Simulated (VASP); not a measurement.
Level of theory: r2SCAN meta-GGA, VASP's PBE PAW potentials (set 64) (plane waves; VASP).

VASP ran on this input.

### INCAR
```
SYSTEM = SrCl2
PREC = Accurate; ENCUT = 520; LREAL = .FALSE.
LASPH = .TRUE.
EDIFF = 1E-7; NELM = 100; ALGO = Normal
LMAXMIX = 4; LMIXTAU = .TRUE.
ISMEAR = -5
METAGGA = R2SCAN
ISIF = 2
LWAVE = .FALSE.; LCHARG = .FALSE.; LORBIT = 11
NEDOS = 601
LEFG = .TRUE.
```

File KPOINTS:
```
Automatic mesh
0
Gamma
6 6 6
0 0 0
```

### KPOINTS_OPT
```
k-points along high-symmetry lines
10
Line-mode
Reciprocal
  0.000000   0.000000   0.000000 ! GAMMA
  0.500000   0.000000   0.500000 ! X

  0.500000   0.000000   0.500000 ! X
  0.625000   0.250000   0.625000 ! U

  0.375000   0.375000   0.750000 ! K
  0.000000   0.000000   0.000000 ! GAMMA

  0.000000   0.000000   0.000000 ! GAMMA
  0.500000   0.500000   0.500000 ! L

  0.500000   0.500000   0.500000 ! L
  0.500000   0.250000   0.750000 ! W

  0.500000   0.250000   0.750000 ! W
  0.500000   0.000000   0.500000 ! X
```

POSCAR:
```
SrCl2
1
    0.0000000000     3.4989786291     3.4989786291
    3.4989786291     0.0000000000     3.4989786291
    3.4989786291     3.4989786291     0.0000000000
Sr Cl
1 2
Direct
  0.0000000000   0.0000000000   0.0000000000
  0.2500000000   0.2500000000   0.2500000000
  0.7500000000   0.7500000000   0.7500000000
```

POTCAR, in this order: Sr_sv Cl (PBE.64 set). Program: vasp_std.

The resulting files:

**OSZICAR**
```
       N       E                     dE             d eps       ncg     rms          rms(c)
DAV:   1     0.123671382430E+03    0.12367E+03   -0.11760E+04   512   0.136E+03
DAV:   2    -0.331246592653E+02   -0.15680E+03   -0.15557E+03   688   0.257E+02
DAV:   3    -0.422876808135E+02   -0.91630E+01   -0.91547E+01   720   0.649E+01
DAV:   4    -0.425607111155E+02   -0.27303E+00   -0.27273E+00   864   0.924E+00
DAV:   5    -0.425645633817E+02   -0.38523E-02   -0.38521E-02   736   0.905E-01    0.115E+01
DAV:   6    -0.362912071988E+02    0.62734E+01   -0.23925E+00   848   0.120E+01    0.820E+00
DAV:   7    -0.348465844907E+02    0.14446E+01   -0.95980E-01   784   0.997E+00    0.119E+00
DAV:   8    -0.357508007508E+02   -0.90422E+00   -0.10410E+00   648   0.944E+00    0.204E+00
DAV:   9    -0.350959422430E+02    0.65486E+00   -0.12837E-01   672   0.458E+00    0.150E+00
DAV:  10    -0.351814326771E+02   -0.85490E-01   -0.13238E-02   800   0.132E+00    0.132E+00
DAV:  11    -0.356194284718E+02   -0.43800E+00   -0.20700E-01   528   0.493E+00    0.539E-01
DAV:  12    -0.356911238990E+02   -0.71695E-01   -0.36627E-02   552   0.220E+00    0.336E-01
DAV:  13    -0.356512920151E+02    0.39832E-01   -0.30393E-02   512   0.217E+00    0.680E-01
DAV:  14    -0.356841614740E+02   -0.32869E-01   -0.16969E-02   512   0.167E+00    0.327E-01
DAV:  15    -0.356964450738E+02   -0.12284E-01   -0.33762E-03   512   0.705E-01    0.225E-01
DAV:  16    -0.356961125185E+02    0.33256E-03   -0.68711E-05   816   0.857E-02    0.168E-01
DAV:  17    -0.356968061014E+02   -0.69358E-03   -0.10494E-04   536   0.137E-01    0.869E-02
DAV:  18    -0.356970268751E+02   -0.22077E-03   -0.57667E-05   512   0.925E-02    0.550E-02
DAV:  19    -0.356970739780E+02   -0.47103E-04   -0.27208E-05   640   0.647E-02    0.350E-02
DAV:  20    -0.356970781089E+02   -0.41309E-05   -0.29666E-05   848   0.494E-02    0.193E-02
DAV:  21    -0.356970800465E+02   -0.19375E-05   -0.26515E-06   624   0.182E-02    0.161E-02
DAV:  22    -0.356970784019E+02    0.16445E-05   -0.25031E-06   688   0.116E-02    0.104E-02
DAV:  23    -0.356970794549E+02   -0.10530E-05   -0.12147E-06   536   0.135E-02    0.349E-03
DAV:  24    -0.356970798550E+02   -0.40007E-06   -0.46078E-07   776   0.623E-03    0.320E-03
DAV:  25    -0.356970799701E+02   -0.11509E-06   -0.45793E-08   424   0.249E-03    0.232E-03
DAV:  26    -0.356970800827E+02   -0.11258E-06   -0.15216E-08   304   0.162E-03    0.941E-04
DAV:  27    -0.356970800856E+02   -0.29763E-08   -0.43569E-09   296   0.760E-04
   1 F= -.35697080E+02 E0= -.35697080E+02  d E =0.000000E+00
       N       E                     dE             ncg
       N       E                     dE             ncg
       N       E                     dE             ncg
       N       E                     dE             ncg
```

**OUTCAR**
```
------------------------ aborting loop because EDIFF is reached ----------------------------------------
  FORCE on cell =-STRESS in cart. coord.  units (eV):
  Direction    XX          YY          ZZ          XY          YZ          ZX
  --------------------------------------------------------------------------------------
  Total       -0.0062674     -0.0062674     -0.0062674     -0.0000000      0.0000000      0.0000000
  in kB       -0.1172050     -0.1172050     -0.1172050     -0.0000000      0.0000000      0.0000000
  external PRESSURE =      -0.1172050 kB  Pullay stress =       0.0000000 kB
  volume of cell :       85.67
      direct lattice vectors                 reciprocal lattice vectors
     0.000000000  3.498978629  3.498978629    -0.142898844  0.142898844  0.142898844
     3.498978629  0.000000000  3.498978629     0.142898844 -0.142898844  0.142898844
     3.498978629  3.498978629  0.000000000     0.142898844  0.142898844 -0.142898844
 POSITION                                       TOTAL-FORCE (eV/Angst)
 -----------------------------------------------------------------------------------
      0.00000      0.00000      0.00000         0.000000     -0.000000      0.000000
      1.74949      1.74949      1.74949         0.000000      0.000000      0.000000
      5.24847      5.24847      5.24847        -0.000000     -0.000000     -0.000000
 -----------------------------------------------------------------------------------
    total drift:                               -0.000000     -0.000000      0.000000
  FREE ENERGIE OF THE ION-ELECTRON SYSTEM (eV)
  ---------------------------------------------------
  free  energy   TOTEN  =       -35.6970800856 eV

  energy  without entropy=      -35.6970800856  energy(sigma->0) =      -35.69708009

 total charge

# of ion       s       p       d       tot
------------------------------------------
    1        1.995   5.864   0.135   7.994
    2        1.599   3.617   0.000   5.216
    3        1.599   3.617   0.000   5.216
--------------------------------------------------
tot          5.193  13.098   0.135  18.426
```
(Selected blocks of OUTCAR.)

### OUTCAR
```
 val. band max:       -0.2805371306   @ k =   0.5000   0.5000   0.0000

 cond. band min:       5.6522082461   @ k =   0.0000   0.0000   0.0000


 Fermi energy:        -0.2294448516

 k-point     1 :       0.0000    0.0000    0.0000
  band No.  band energies     occupation
      1     -34.2611      2.00000
      2     -15.6271      2.00000
      3     -15.6271      2.00000
      4     -15.6271      2.00000
      5     -14.1394      2.00000
      6     -13.2834      2.00000
      7      -2.3992      2.00000
      8      -2.3992      2.00000
      9      -2.3992      2.00000
     10      -0.6252      2.00000
     11      -0.6252      2.00000
     12      -0.6252      2.00000
     13       5.6522      0.00000
     14       6.4112      0.00000
     15       6.4112      0.00000
     16       9.3285      0.00000

 k-point     2 :       0.1667    0.0000    0.0000
  band No.  band energies     occupation
      1     -34.2603      2.00000
      2     -15.7195      2.00000
      3     -15.6304      2.00000
      4     -15.6304      2.00000
      5     -13.9847      2.00000
      6     -13.3404      2.00000
      7      -2.2983      2.00000
      8      -2.2983      2.00000
      9      -2.2182      2.00000
     10      -0.9195      2.00000
     11      -0.7712      2.00000
     12      -0.7712      2.00000
     13       6.2215      0.00000
     14       6.6101      0.00000
     15       6.6101      0.00000
     16       8.3660      0.00000

 k-point     3 :       0.3333    0.0000    0.0000
  band No.  band energies     occupation
      1     -34.2587      2.00000
      2     -15.8631      2.00000
      3     -15.6369      2.00000
      4     -15.6369      2.00000
      5     -13.7682      2.00000
      6     -13.3938      2.00000
      7      -2.0419      2.00000
      8      -2.0419      2.00000
      9      -1.8711      2.00000
     10      -1.4249      2.00000
     11      -1.0997      2.00000
     12      -1.0997      2.00000
     13       6.9162      0.00000
...
```

The compound is SrCl2 in the fluorite structure. It was relaxed first.
